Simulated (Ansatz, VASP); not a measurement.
**K47Br29F18 in two plane-wave programs**

Aim: how closely do two programs agree when they are given the same cell, functional and k mesh? Of the first pair: The structure shown is frame 17 of Ansatz's trajectory.

Program: Ansatz 0.2.0. Level of theory: plane waves, with VASP 6.6.1 beside it; single point at PBE. Results are calculated unless marked as measured.

## 1. The structure

The cell holds 94 atoms: 47 K, 18 F and 29 Br. Cell: a = 15.109 Å, b = 15.109 Å, c = 15.109 Å, α = 90.0°, β = 90.0°, γ = 90.0°.

## 2. Ansatz: dynamics, PBE

Ansatz runs on its default PAW (the set named soft_2) files.

One frame of this run of dynamics is then solved in both programs, so the motion causes no difference.

Input file input.yaml:

```yaml
crystal:
  lattice:
    - [15.1089, 0.0, 0.0]
    - [0.0, 15.1089, 0.0]
    - [0.0, 0.0, 15.1089]
  atoms:
    - { symbol: K, position: [0.45339, 0.65338, 0.51139] }
    - { symbol: K, position: [0.79393, 0.59955, 0.3547] }
    - { symbol: K, position: [0.54964, 0.48357, 0.66015] }
    - { symbol: K, position: [0.34197, 0.8893, 0.08801] }
    - { symbol: K, position: [0.1913, 0.63115, 0.07821] }
    - { symbol: K, position: [0.1492, 0.11865, 0.00704] }
    - { symbol: K, position: [0.50668, 0.897, 0.74293] }
    - { symbol: K, position: [0.37269, 0.5135, 0.86634] }
    - { symbol: K, position: [0.9203, 0.21746, 0.18906] }
    - { symbol: K, position: [0.98326, 0.4765, 0.19835] }
    - { symbol: K, position: [0.86187, 0.99185, 0.0361] }
    - { symbol: K, position: [0.77666, 0.5394, 0.10074] }
    - { symbol: K, position: [0.72112, 0.74768, 0.62019] }
    - { symbol: K, position: [0.86364, 0.79441, 0.18073] }
    - { symbol: K, position: [0.28381, 0.35695, 0.35744] }
    - { symbol: K, position: [0.11059, 0.24795, 0.72562] }
    - { symbol: K, position: [0.29498, 0.04436, 0.82283] }
    - { symbol: K, position: [0.95643, 0.56377, 0.74227] }
    - { symbol: K, position: [0.15953, 0.11487, 0.25899] }
    - { symbol: K, position: [0.8906, 0.91351, 0.62726] }
    - { symbol: K, position: [0.18496, 0.12384, 0.48502] }
    - { symbol: K, position: [0.72757, 0.06028, 0.40247] }
    - { symbol: K, position: [0.24248, 0.72639, 0.75936] }
    - { symbol: K, position: [0.57962, 0.1055, 0.16913] }
    - { symbol: K, position: [0.59384, 0.41127, 0.29439] }
    - { symbol: K, position: [0.3535, 0.76103, 0.28441] }
    - { symbol: K, position: [0.94995, 0.3357, 0.45448] }
    - { symbol: K, position: [0.71468, 0.11295, 0.81979] }
    - { symbol: K, position: [0.82874, 0.35874, 0.90994] }
    - { symbol: K, position: [0.46043, 0.23785, 0.42628] }
[... 58 atom lines left out ...]
    - { symbol: Br, position: [0.11018, 0.03199, 0.67916] }
    - { symbol: Br, position: [0.00126, 0.77473, 0.76609] }
    - { symbol: Br, position: [0.8093, 0.86346, 0.44121] }
    - { symbol: Br, position: [0.74073, 0.95748, 0.21344] }
    - { symbol: Br, position: [0.98282, 0.54805, 0.41542] }
    - { symbol: Br, position: [0.7535, 0.08572, 0.60847] }
kpoints:
  mp_grid: { grid: [1, 1, 1] }
hamiltonian:
  xc: pbe
scf:
  occupations: { method: fixed }
output:
  forces: true
md:
  timestep: 1.0
  n_steps: 52
  ensemble: nvt_langevin
  temperature: 300
  initial_velocities: maxwell_boltzmann
  seed: 3807
```

Started as:

```bash
$ ansatz run input.yaml --threads 4 --pin off --max-ram 8192MiB --backend cpu --events-out ev --progress --plain --runs-dir out
```

Numbers of over 12 decimals in the logs are rounded to 6 here.

The program printed:

```text
Warning: md: disabling space-group detection — thermal motion breaks the input geometry's symmetry, so no spatial operation reduces the k-mesh or symmetrises the density; time reversal is kept, so that k and −k are solved as one point where they differ and the mesh holds both, and exact exchange and, on two spinor components, a DFT+U term hold to it where the run has them: on two components no moment then forms, and  [...]
Engine: ansatz 0.2.0, x86_64-unknown-linux-gnu
Pseudopotentials: kind: paw
Pseudopotential: K, paw, valence charge 9, recommended cutoff 420 eV (normal), K.paw.azcp
Pseudopotential: F, paw, valence charge 7, recommended cutoff 420 eV (normal), F.paw.azcp
Pseudopotential: Br, paw, valence charge 7, recommended cutoff 420 eV (normal), Br.paw.azcp
Functional definition: PBE
  parameter kappa = 0.804
  parameter beta = 0.066725
  exchange = pbe_x(kappa = kappa, mu = beta*pi^2/3)
  correlation = pbe_c(beta = beta)
Crystal: 94 atoms, lattice volume = 3449.042 Å³
Basis set: ecut = 420 eV, 67451 PW (Γ), exchange–correlation on 216×216×216 points (8 copies of the dense FFT grid, shifted against one another)
Bands: 470, of which v1, the nominal top of the filled ones, is band 376 counted from 1 (375 counted from 0)
Symmetry: 1 space group operations
k-points: 1
Non-local potential: K, projectors of the file, l = 0: 3, l = 1: 2, l = 2: 2
Non-local potential: F, projectors of the file, l = 0: 2, l = 1: 2, l = 2: 1
Non-local potential: Br, projectors of the file, l = 0: 2, l = 1: 2, l = 2: 2
PAW form: soft (Blöchl's): semilocal exchange-correlation on the pseudo side does not see the compensation charge
PAW one-centre angular grid: K, 110 points (default); XC on 64 Gauss nodes
PAW one-centre angular grid: F, 110 points (default); XC on 64 Gauss nodes
PAW one-centre angular grid: Br, 110 points (default); XC on 64 Gauss nodes
Initial density: superposition of atomic densities (neutral atoms: chi_scale 0, normalization atom), corrected by the library's trained network
Initial wavefunctions: pseudopotential atomic-orbital guess
Functional: x = pbe(κ = 0.804, μ = 0.219515), c = pbe(β = 0.066725)
SCF iter   1: F=—  HF=-167673.812026 eV  |F-HF|=—  |Δ(HF+E_count)|=         —  Δρ=8.27e-4  dr2=1.08e-1  ethr=1.77e-3  ⟨swp⟩=5.0  Hψ=1355  notcnv=0  defer=90
preconditioner: auto → Resta (q_TF=auto, 2.117 Å⁻¹)  ε∞=2.4  [insulator: Δε(μ)=3.262 eV  Ē_g=13.483 eV  n_scr=514 (ndim 8)  ℏωp=15.8 eV  f_vac=0.218  ε∞_Penn≈2.4]
SCF iter   2: F=—  HF=-167673.794040 eV  |F-HF|=—  |Δ(HF+E_count)|=   1.80e-2  Δρ=4.76e-4  dr2=2.40e-2  ethr=1.44e-5  ⟨swp⟩=4.0  Hψ=819  notcnv=0  defer=92
SCF iter   3: F=—  HF=-167673.790032 eV  |F-HF|=—  |Δ(HF+E_count)|=   4.01e-3  Δρ=4.22e-4  dr2=7.38e-3  ethr=3.20e-6  ⟨swp⟩=3.0  Hψ=711  notcnv=0  defer=92
SCF iter   4: F=—  HF=-167673.788635 eV  |F-HF|=—  |Δ(HF+E_count)|=   1.40e-3  Δρ=1.76e-4  dr2=1.19e-3  ethr=9.82e-7  ⟨swp⟩=2.0  Hψ=709  notcnv=0  defer=92
SCF iter   5: F=—  HF=-167673.788508 eV  |F-HF|=—  |Δ(HF+E_count)|=   1.28e-4  Δρ=4.11e-5  dr2=8.61e-5  ethr=1.59e-7  ⟨swp⟩=2.0  Hψ=706  notcnv=0  defer=92
SCF iter   6: F=—  HF=-167673.792921 eV  |F-HF|=—  |Δ(HF+E_count)|=   4.41e-3  Δρ=2.50e-5  dr2=1.81e-5  ethr=1.14e-8  ⟨swp⟩=2.0  Hψ=798  notcnv=0  defer=92
SCF iter   7: F=—  HF=-167673.792924 eV  |F-HF|=—  |Δ(HF+E_count)|=   2.45e-6  Δρ=1.50e-5  dr2=5.51e-6  ethr=2.40e-9  ⟨swp⟩=2.0  Hψ=699  notcnv=0  defer=92
SCF iter   8: F=—  HF=-167673.792923 eV  |F-HF|=—  |Δ(HF+E_count)|=   3.88e-7  Δρ=2.60e-6  dr2=2.61e-7  ethr=7.32e-10  ⟨swp⟩=2.0  Hψ=698  notcnv=0  defer=92
SCF iter   9: F=—  HF=-167673.792923 eV  |F-HF|=—  |Δ(HF+E_count)|=   2.33e-7  Δρ=2.38e-6  dr2=1.32e-7  ethr=1.25e-11  ⟨swp⟩=4.0  Hψ=1363  notcnv=0
SCF iter  10: F=-167673.792923 eV  HF=-167673.792923 eV  |F-HF|=1.25e-9  |Δ(HF+E_count)|=   2.61e-8  Δρ=3.21e-7  dr2=4.16e-9  ethr=1.25e-11  ⟨swp⟩=4.0  Hψ=1272  notcnv=0
SCF 1 converged in 10 iterations: F = -167673.792923 eV  dr2 = 4.16e-9
  greatest PAW one-centre occupation: 0.987 electrons in one spin orbital (limit 2), on the K atom at site 0 (counted from 0), in its partial waves of l = 0
md step     0: t =     0.00 fs  T =   296.8 K  F+E_penalty+E_count = -167673.79292333 eV  E_kin = 3.606354 eV  (10 SCF iters)
[...]
md step    39: t =    39.00 fs  T =   334.4 K  F+E_penalty+E_count = -167674.67786813 eV  E_kin = 4.063074 eV  (5 SCF iters)
md step    40: t =    40.00 fs  T =   337.0 K  F+E_penalty+E_count = -167674.69874324 eV  E_kin = 4.094824 eV  (7 SCF iters)
md step    41: t =    41.00 fs  T =   345.3 K  F+E_penalty+E_count = -167674.71868846 eV  E_kin = 4.195885 eV  (5 SCF iters)
md step    42: t =    42.00 fs  T =   342.4 K  F+E_penalty+E_count = -167674.73870134 eV  E_kin = 4.160365 eV  (5 SCF iters)
md step    43: t =    43.00 fs  T =   347.1 K  F+E_penalty+E_count = -167674.75940082 eV  E_kin = 4.216991 eV  (5 SCF iters)
md step    44: t =    44.00 fs  T =   333.4 K  F+E_penalty+E_count = -167674.77990596 eV  E_kin = 4.050755 eV  (5 SCF iters)
md step    45: t =    45.00 fs  T =   330.5 K  F+E_penalty+E_count = -167674.80025005 eV  E_kin = 4.015163 eV  (5 SCF iters)
md step    46: t =    46.00 fs  T =   335.2 K  F+E_penalty+E_count = -167674.82146994 eV  E_kin = 4.073148 eV  (5 SCF iters)
md step    47: t =    47.00 fs  T =   339.3 K  F+E_penalty+E_count = -167674.84331302 eV  E_kin = 4.122238 eV  (5 SCF iters)
md step    48: t =    48.00 fs  T =   337.7 K  F+E_penalty+E_count = -167674.86455250 eV  E_kin = 4.102839 eV  (5 SCF iters)
md step    49: t =    49.00 fs  T =   345.6 K  F+E_penalty+E_count = -167674.88424172 eV  E_kin = 4.198693 eV  (5 SCF iters)
md step    50: t =    50.00 fs  T =   338.7 K  F+E_penalty+E_count = -167674.90476231 eV  E_kin = 4.115009 eV  (7 SCF iters)
md step    51: t =    51.00 fs  T =   343.7 K  F+E_penalty+E_count = -167674.92723664 eV  E_kin = 4.175919 eV  (5 SCF iters)
[...]
md step    52: t =    52.00 fs  T =   336.6 K  F+E_penalty+E_count = -167674.94958807 eV  E_kin = 4.090244 eV  (7 SCF iters)
SCF converged after 7 iterations
Free energy (F): -167674.949588 eV
Harris-Foulkes:  -167674.949588 eV  (|F-HF|=5.07e-8)
Internal energy: -167674.949588 eV  (E = F + TS)
E sigma→0 (E₀):  -167674.949588 eV
Fermi energy:    0.574684 eV
--- Per-component energies (eV) ---
  E_band       = -7326.646146
  E_kinetic    = 19542.410823
  E_local      = -59800.155958  (includes V_loc(G=0)·N_el)
  E_nonlocal   = 3946.044183
  E_hartree    = 22246.592619
  E_xc         = -15495.332901
  E_vxc        = -12637.392228  (∫ρ·V_xc dr)
  E_paw        = -105498.928305  (= ΣΔE_a)
  E_vpaw       = -2870.780168  (= ΣTr[D̂ρ^β])
  E_aug_tail   = 0.036822  (compensation charges beyond the density's cutoff)
  E_ewald      = -32615.616870
  E_smearing   = -0.000000  (= −TS)
  E_closure    = 0.000000  (closes the sum)
  Σ components = -167674.949588   (vs F -167674.949588, Δ=0.00e0)
--- Forces (eV/Å), atoms counted from 1 ---
  atom   1  K      0.25596706     0.13300837    -0.07377493
  atom   2  K      0.16089802     0.06858604    -0.23529852
  atom   3  K      0.27598932     0.09024629    -0.06733748
  atom   4  K     -0.17581603     0.00524555     0.10020042
  atom   5  K      0.35008813     0.00433837    -0.01633367
  atom   6  K      0.11527488     0.16643088     0.00210810
  atom   7  K      0.05529105     0.20139055    -0.01790832
  atom   8  K     -0.13795832    -0.42925873     0.24592129
  atom   9  K      0.08348366    -0.07553133    -0.00609865
  atom  10  K      0.18891377     0.21570931    -0.01122778
  atom  11  K      0.08994410    -0.04287395     0.09025432
  atom  12  K      0.06117111     0.45028891    -0.18416205
  atom  13  K     -0.03995159     0.21791107     0.30107384
  atom  14  K     -0.43762916    -0.22364668    -0.36714815
  atom  15  K     -0.64574609    -0.30334462    -0.03671570
  atom  16  K     -0.33163477     0.01811816     0.10018789
  atom  17  K     -0.18908840     0.10091067     0.32593340
  atom  18  K      0.20714459    -0.21228043    -0.00027619
  atom  19  K      0.03250379     0.12714745    -0.12242078
  atom  20  K      0.11672007     0.23189275     0.31218876
  atom  21  K      0.38136570     0.15318367    -0.26327712
  atom  22  K      0.04153428     0.01285870     0.34975491
  atom  23  K      0.13665049     0.44527756    -0.07285438
  atom  24  K     -0.21413269     0.22262432    -0.18130212
[...]
atom  87  Br    -0.23080952    -0.17534187     0.07033719
  atom  88  Br    -0.11820919    -0.44798652     0.20160440
  atom  89  Br     0.10426502    -0.14933696     0.02207533
  atom  90  Br     0.13741890     0.01909083    -0.17538272
  atom  91  Br     0.05584330    -0.17795695    -0.06707802
  atom  92  Br     0.33042139    -0.08346016    -0.18417985
  atom  93  Br     0.41683787    -0.08259265     0.36511247
  atom  94  Br     0.29296309    -0.04697060    -0.26931629
  max |Σ_I F_I| component: 1.61e-5 eV/Å
--- MD trajectory: 52 steps, t = 0.0 → 52.0 fs ---
  final state: T = 336.6 K   F+E_penalty+E_count = -167674.94958807 eV   E_kin = 4.090244 eV
```

In the SCF lines HF is the Harris–Foulkes energy and dr2 the Hartree energy of the density residual, in eV; the loop may stop once dr2 is under the threshold and the program's other checks hold. Hψ counts applications of the Hamiltonian.

## 3. VASP: single point, PBE, pair 1

The same cell, functional and mesh now go to VASP, with its own data sets.

Lines of VASP's logs that name or quote its potential files are left out, and so is its time.

Input file INCAR:

```
SYSTEM = K47Br29F18
PREC = Accurate
ENCUT = 520
EDIFF = 1E-06
NELM = 120
ISMEAR = 0
SIGMA = 0.01
LREAL = Auto
ALGO = Normal
GGA = PE
NBANDS = 448
LORBIT = 11
LWAVE = .FALSE.
LCHARG = .FALSE.
ISIF = 2
LASPH = .TRUE.
GGA_COMPAT = .FALSE.
EFERMI = MIDGAP
NCORE = 2
```

Input file POSCAR:

```
K47Br29F18
1.0
   15.1089000000      0.0000000000      0.0000000000
    0.0000000000     15.1089000000      0.0000000000
    0.0000000000      0.0000000000     15.1089000000
K F Br
47 18 29
Direct
    0.4564131075      0.6554878251      0.5115527934
    0.7938499825      0.5989118996      0.3528119188
    0.5452680208      0.4830397977      0.6618086029
    0.3442739048      0.8871658426      0.0862273230
    0.1883856535      0.6311908875      0.0746182713
    0.1429025276      0.1171428761      0.0116818564
    0.5078860804      0.8924739723      0.7448258973
    0.3703711058      0.5189656428      0.8635175294
    0.9199015150      0.2140063142      0.1885842120
    0.9839829504      0.4774073559      0.1999417562
    0.8644970845      0.9940233902      0.0342050050
    0.7723725751      0.5379544507      0.1005963373
    0.7199531402      0.7450906419      0.6183640106
    0.8624651695      0.7883168199      0.1803837473
    0.2883598409      0.3614624493      0.3594437716
    0.1156669248      0.2475957879      0.7264592393
    0.2989959560      0.0430938056      0.8212907624
    0.9537822078      0.5648988345      0.7425821867
    0.1587805863      0.1136283912      0.2573913389
    0.8897140096      0.9131836203      0.6237978940
    0.1839114694      0.1243968787      0.4867726969
    0.7283256888      0.0588527292      0.3993474045
    0.2423273700      0.7263070111      0.7593934701
    0.5813924243      0.0963339489      0.1729444235
    0.5931669413      0.4120485277      0.2931914302
    0.3506873432      0.7596449775      0.2831178974
    0.9485799760      0.3315198327      0.4552217567
    0.7184242400      0.1177451701      0.8199405648
    0.8268106877      0.3555387884      0.9138587190
    0.4597422711      0.2423869375      0.4251070561
[... 58 atom lines left out ...]
    0.1150513935      0.0340196838      0.6796921020
    0.0029519025      0.7760856184      0.7649994374
    0.8087749605      0.8620151037      0.4415741715
    0.7400803500      0.9562046211      0.2141783982
    0.9806736427      0.5465189392      0.4145437457
    0.7527152870      0.0872267339      0.6097002429
```

Input file KPOINTS:

```
Automatic mesh
0
Gamma
1 1 1
0 0 0
```

The projector-augmented-wave data sets are K_sv, F and Br (PBE family, release 64).

Started as:

```bash
$ mpirun -np 8 vasp_gam
```

The program printed:

```text
[banner, memory and clock lines left out]
running    8 mpi-ranks, on    1 nodes
[...]
LDA part: xc-table for (Slater+PW92), standard interpolation
 POSCAR, INCAR and KPOINTS ok, starting setup
[...]
entering main loop
       N       E                     dE             d eps       ncg     rms          rms(c)
DAV:   1     0.831370534313E+04    0.83137E+04   -0.38382E+05   936   0.155E+03
DAV:   2     0.563898692498E+03   -0.77498E+04   -0.75549E+04  1136   0.435E+02
DAV:   3    -0.318091131434E+03   -0.88199E+03   -0.87902E+03  1120   0.130E+02
DAV:   4    -0.351938034005E+03   -0.33847E+02   -0.33749E+02  1048   0.279E+01
[...]
DAV:  20    -0.314892338217E+03   -0.22473E-05   -0.33042E-05  1080   0.121E-02    0.818E-03
DAV:  21    -0.314892339200E+03   -0.98329E-06   -0.16133E-05  1072   0.723E-03    0.480E-03
DAV:  22    -0.314892339810E+03   -0.60948E-06   -0.36285E-06   736   0.346E-03
   1 F= -.31489234E+03 E0= -.31489234E+03  d E =0.000000E+00
```

From OUTCAR (step 3):

```text
  FREE ENERGIE OF THE ION-ELECTRON SYSTEM (eV)
  ---------------------------------------------------
  free  energy   TOTEN  =      -314.8923398095 eV

  energy  without entropy=     -314.8923398095  energy(sigma->0) =     -314.89233981
```

The run ends at a pressure of -0.36 GPa, with forces up to 0.89 eV/Å.

## 4. Comparison

Known differences besides the potentials themselves: fixed occupations in Ansatz, narrow Gaussian smearing in VASP; the cutoff is 420 eV in Ansatz and 520 eV in VASP (PREC = Accurate, projectors in real space). Total energies have different zeros and are not compared.

Forces on 10 of the 94 atoms, those with the largest forces and the largest differences (eV/Å; atoms numbered as in POSCAR):

| atom | Ansatz x, y, z | VASP x, y, z |
| --- | --- | --- |
| K1 | 0.438, 0.537, 0.019 | 0.444, 0.549, 0.023 |
| K19 | -0.425, 0.084, -0.085 | -0.440, 0.071, -0.103 |
| K29 | -0.318, -0.338, -0.518 | -0.314, -0.338, -0.509 |
| K33 | 0.294, 0.570, -0.141 | 0.288, 0.570, -0.134 |
| K34 | 0.141, 0.778, -0.167 | 0.143, 0.780, -0.163 |
| K36 | 0.220, -0.060, -0.220 | 0.230, -0.058, -0.249 |
| K41 | 0.125, 0.714, 0.246 | 0.136, 0.726, 0.252 |
| F50 | -0.033, 0.446, 0.540 | -0.029, 0.439, 0.547 |
| F65 | -0.231, -0.290, 0.121 | -0.251, -0.298, 0.139 |
| Br88 | -0.316, -0.814, 0.015 | -0.322, -0.829, 0.017 |

The forces differ by 7.3 meV/Å r.m.s., which is 3.0 % of the r.m.s. force of 0.240 eV/Å (both taken over all components).

## 5. Ansatz: dynamics, PBE

One frame of this run of dynamics is then solved in both programs, so the motion causes no difference.

The structure compared here is frame 35 of Ansatz's trajectory.

input.yaml is that of step 2.

Started as:

```bash
$ ansatz run input.yaml --threads 4 --pin off --max-ram 8192MiB --backend cpu --events-out ev --progress --plain --runs-dir out
```

The program printed:

```text
[...]
Crystal: 94 atoms, lattice volume = 3449.042 Å³
Basis set: ecut = 420 eV, 67451 PW (Γ), exchange–correlation on 216×216×216 points (8 copies of the dense FFT grid, shifted against one another)
Bands: 470, of which v1, the nominal top of the filled ones, is band 376 counted from 1 (375 counted from 0)
Symmetry: 1 space group operations
k-points: 1
[...]
atom   6  K      0.11527488     0.16643088     0.00210810
  atom   7  K      0.05529105     0.20139055    -0.01790832
  atom   8  K     -0.13795832    -0.42925873     0.24592129
[...]
atom  91  Br     0.05584330    -0.17795695    -0.06707802
  atom  92  Br     0.33042139    -0.08346016    -0.18417985
  atom  93  Br     0.41683787    -0.08259265     0.36511247
  atom  94  Br     0.29296309    -0.04697060    -0.26931629
  max |Σ_I F_I| component: 1.61e-5 eV/Å
--- MD trajectory: 52 steps, t = 0.0 → 52.0 fs ---
[...]
[key lines of the parts left out:]
SCF converged after 7 iterations
Free energy (F): -167674.949588 eV
Fermi energy:    0.574684 eV
```

(Part 1 of 2 ends here.)

[Lines on the potential files, build, host, timing and source positions are cut from VASP's logs without a mark.]

[Logs are printed without paths, hosts, clocks, repeated set-up lines and the standing remarks that a program may print on its own settings, such as how far it seeks lower states.]

[Hosts, paths, dates, database ids (printed as entryN), source tags and the programs' standing remarks are cut or masked in the printed files.]
